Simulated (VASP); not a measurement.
These are revTPSS meta-GGA, VASP's PBE PAW potentials (set 64) (plane waves; VASP 6.6.1) values and carry that method's errors.

The input files of a VASP run:

**POSCAR**
```
C
1
    1.2195715661    -2.1123594254     0.0000000000
    1.2195715661     2.1123594254     0.0000000000
    0.0000000000     0.0000000000     7.6969560148
C
4
Direct
  0.0000000000   0.0000000000   0.2500000000
  0.0000000000   0.0000000000   0.7500000000
  0.3333330000   0.6666670000   0.2500000000
  0.6666670000   0.3333330000   0.7500000000
```

**KPOINTS**
```
Automatic mesh
0
Gamma
10 10 3
0 0 0
```

### INCAR
```
! general
SYSTEM   =  C
PREC     =  Accurate
ENCUT    =  520
LREAL    =  .False.
LASPH    =  .True.

! electronic loop
EDIFF    =  1E-7
NELM     =  100
ALGO     =  Normal
LMIXTAU  =  .True.

! smearing
ISMEAR   =  0
SIGMA    =  0.05

! functional
METAGGA  =  RTPSS

! ions
IBRION   =  2
NSW      =  30
ISIF     =  4
EDIFFG   =  -0.01

! output
LWAVE    =  .False.
LCHARG   =  .False.
```

POTCAR, in this order: C (PBE.64 set). Program: vasp_std.

The resulting files:

File OSZICAR:
```
       N       E                     dE             d eps       ncg     rms          rms(c)
DAV:   1     0.323039212631E+03    0.32304E+03   -0.89205E+05   672   0.214E+06
DAV:   2    -0.802657965655E+04   -0.83496E+04   -0.81447E+04  1240   0.134E+03
DAV:   3    -0.841566705272E+04   -0.38909E+03   -0.39875E+03  1268   0.223E+03
DAV:   4    -0.847774422443E+04   -0.62077E+02   -0.63014E+02  1164   0.200E+02
DAV:   5    -0.842400365801E+04    0.53741E+02   -0.35859E+01  1168   0.512E+01    0.891E+00
DAV:   6    -0.411344574166E+02    0.83829E+04   -0.43277E+02  1084   0.106E+02    0.604E+00
DAV:   7    -0.413591162718E+02   -0.22466E+00   -0.13148E+01   800   0.610E+01    0.307E+00
DAV:   8    -0.411117011178E+02    0.24742E+00   -0.13573E+00   812   0.105E+01    0.133E+00
DAV:   9    -0.412148457956E+02   -0.10314E+00   -0.30670E-01   748   0.705E+00    0.102E+00
DAV:  10    -0.413607872026E+02   -0.14594E+00   -0.10545E-01   836   0.339E+00    0.278E-01
DAV:  11    -0.413858380765E+02   -0.25051E-01   -0.30284E-02   776   0.222E+00    0.131E-01
DAV:  12    -0.413811014513E+02    0.47366E-02   -0.12956E-02   736   0.105E+00    0.701E-02
DAV:  13    -0.413822237093E+02   -0.11223E-02   -0.16987E-04   876   0.118E-01    0.691E-02
DAV:  14    -0.413873329509E+02   -0.51092E-02   -0.15564E-03   732   0.536E-01    0.431E-02
DAV:  15    -0.413884632200E+02   -0.11303E-02   -0.55980E-04   756   0.237E-01    0.207E-02
DAV:  16    -0.413884529180E+02    0.10302E-04   -0.19666E-05   824   0.461E-02    0.171E-02
DAV:  17    -0.413885066828E+02   -0.53765E-04   -0.10877E-05   832   0.388E-02    0.118E-02
DAV:  18    -0.413885198370E+02   -0.13154E-04   -0.46579E-06   808   0.180E-02    0.922E-03
DAV:  19    -0.413885244998E+02   -0.46628E-05   -0.16994E-06   808   0.120E-02    0.708E-03
DAV:  20    -0.413885281411E+02   -0.36414E-05   -0.37858E-06   776   0.174E-02    0.305E-03
DAV:  21    -0.413885283230E+02   -0.18182E-06   -0.59171E-07   856   0.726E-03    0.157E-03
DAV:  22    -0.413885283884E+02   -0.65433E-07   -0.10243E-07   636   0.268E-03
   1 F= -.41388528E+02 E0= -.41388528E+02  d E =-.413885E+02
       N       E                     dE             d eps       ncg     rms          rms(c)
DAV:   1    -0.415042302952E+02   -0.11570E+00   -0.40529E+00   672   0.175E+01    0.120E+00
DAV:   2    -0.414277890757E+02    0.76441E-01   -0.86790E-02   744   0.226E+00    0.687E-01
DAV:   3    -0.413900682283E+02    0.37721E-01   -0.64199E-02   772   0.213E+00    0.163E-01
DAV:   4    -0.413816201944E+02    0.84480E-02   -0.22113E-02   728   0.172E+00    0.965E-02
DAV:   5    -0.414090363319E+02   -0.27416E-01   -0.11612E-02   688   0.134E+00    0.401E-02
DAV:   6    -0.414141336571E+02   -0.50973E-02   -0.14309E-03   776   0.468E-01    0.109E-02
DAV:   7    -0.414142492217E+02   -0.11556E-03   -0.15626E-04   772   0.136E-01    0.106E-02
DAV:   8    -0.414143363592E+02   -0.87137E-04   -0.76979E-05   732   0.930E-02    0.297E-03
DAV:   9    -0.414143529708E+02   -0.16612E-04   -0.64969E-06   784   0.322E-02    0.151E-03
DAV:  10    -0.414143587555E+02   -0.57847E-05   -0.18392E-06   768   0.171E-02    0.805E-04
DAV:  11    -0.414143610084E+02   -0.22529E-05   -0.50256E-07   800   0.790E-03    0.249E-04
DAV:  12    -0.414143611601E+02   -0.15178E-06   -0.64467E-08   548   0.341E-03    0.779E-05
DAV:  13    -0.414143612246E+02   -0.64443E-07   -0.10434E-08   504   0.129E-03
   2 F= -.41414361E+02 E0= -.41414361E+02  d E =-.258328E-01
       N       E                     dE             d eps       ncg     rms          rms(c)
DAV:   1    -0.414163434371E+02   -0.19823E-02   -0.64003E-02   672   0.218E+00    0.150E-01
DAV:   2    -0.414151108166E+02    0.12326E-02   -0.14134E-03   760   0.285E-01    0.864E-02
DAV:   3    -0.414145536429E+02    0.55717E-03   -0.10832E-03   780   0.268E-01    0.205E-02
DAV:   4    -0.414145590874E+02   -0.54444E-05   -0.27276E-04   724   0.189E-01    0.119E-02
DAV:   5    -0.414147645064E+02   -0.20542E-03   -0.17461E-04   680   0.162E-01    0.533E-03
DAV:   6    -0.414149002755E+02   -0.13577E-03   -0.29818E-05   728   0.672E-02    0.133E-03
DAV:   7    -0.414149007809E+02   -0.50536E-06   -0.18992E-06   828   0.144E-02    0.158E-03
DAV:   8    -0.414149021355E+02   -0.13546E-05   -0.14077E-06   732   0.123E-02    0.341E-04
DAV:   9    -0.414149024270E+02   -0.29148E-06   -0.16140E-07   728   0.515E-03    0.968E-05
DAV:  10    -0.414149026157E+02   -0.18875E-06   -0.20189E-08   508   0.174E-03    0.653E-05
DAV:  11    -0.414149025826E+02    0.33125E-07   -0.41778E-09   420   0.808E-04
   3 F= -.41414903E+02 E0= -.41414903E+02  d E =-.263742E-01
```

**OUTCAR**
```
------------------------ aborting loop because EDIFF is reached ----------------------------------------
  FORCE on cell =-STRESS in cart. coord.  units (eV):
  Direction    XX          YY          ZZ          XY          YZ          ZX
  --------------------------------------------------------------------------------------
  Total        0.1041551      0.1041551      0.1044487      0.0000000      0.0000000      0.0000000
  in kB        4.2079168      4.2079147      4.2197770      0.0000000      0.0000000      0.0000000
  external PRESSURE =       4.2118695 kB  Pullay stress =       0.0000000 kB
  volume of cell :       39.66
      direct lattice vectors                 reciprocal lattice vectors
     1.231464724 -2.132958945  0.000000000     0.406020563 -0.234416139 -0.000000000
     1.231464724  2.132958945  0.000000000     0.406020563  0.234416139  0.000000000
     0.000000000 -0.000000000  7.549003729    -0.000000000  0.000000000  0.132467811
 POSITION                                       TOTAL-FORCE (eV/Angst)
 -----------------------------------------------------------------------------------
      0.00000     -0.00000      1.88725        -0.000000      0.000000     -0.000000
      0.00000     -0.00000      5.66175         0.000000     -0.000000      0.000000
      1.23146      0.71099      1.88725        -0.000000     -0.000000      0.000000
      1.23146     -0.71099      5.66175         0.000000     -0.000000      0.000000
 -----------------------------------------------------------------------------------
    total drift:                               -0.000000     -0.000000      0.000000
  FREE ENERGIE OF THE ION-ELECTRON SYSTEM (eV)
  ---------------------------------------------------
  free  energy   TOTEN  =       -41.4149025826 eV

  energy  without entropy=      -41.4149025826  energy(sigma->0) =      -41.41490258

 reached required accuracy - stopping structural energy minimisation
```
(Selected blocks of OUTCAR.)

CONTCAR:
```
C
   1.00000000000000
     1.2314647240634835   -2.1329589452242605    0.0000000000000000
     1.2314647240634835    2.1329589452242605    0.0000000000000000
     0.0000000000000000   -0.0000000000000000    7.5490037294088665
  C
     4
Direct
     0.0000000000000000    0.0000000000000000    0.2500000000000000
     0.0000000000000000    0.0000000000000000    0.7500000000000000
     0.3333330000000032    0.6666669999999968    0.2500000000000000
     0.6666669999999968    0.3333330000000032    0.7500000000000000
```

Without a dispersion term in the relaxation, distances and binding between the weakly bound layers, chains or molecules are unreliable, and so is what depends on them.

The compound is C in the graphite structure. This cell is one point of a volume scan, at 0.97 of the reference volume. Symmetry was kept, so distortions that lower it aren't found.
